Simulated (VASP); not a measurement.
Consider the following.

```
CdTe
1.0
    0.00000     3.34952     3.34952
    3.34952     0.00000     3.34952
    3.34952     3.34952     0.00000
Cd Te
1 1
Direct
  0.00000   0.00000   0.00000
  0.25000   0.25000   0.25000
```

Computed with revPBE GGA, VASP's PBE PAW potentials (set 64) (plane waves; VASP). Settings: 520 eV cut-off, 8×8×8 Γ-centred mesh, tetrahedra with Blöchl corrections, potentials Cd Te.

Unless said otherwise, spin-orbit coupling is left out, though it shifts the bands of the heavy elements here.

Q: Estimate the energy per atom (σ→0), band gap (on the k-mesh) with the smallest direct gap where there is one.

A: 
```yaml
band gap (on the k-mesh): 0.59 eV
smallest direct gap (on the k-mesh): 0.59 eV
energy per atom (σ→0): -205.6 kJ/mol of atoms
```

The absolute energy has meaning only against runs of the same code, potentials and settings.

The compound is CdTe in the zinc blende structure. It was relaxed first, which changed the volume by +10 %.
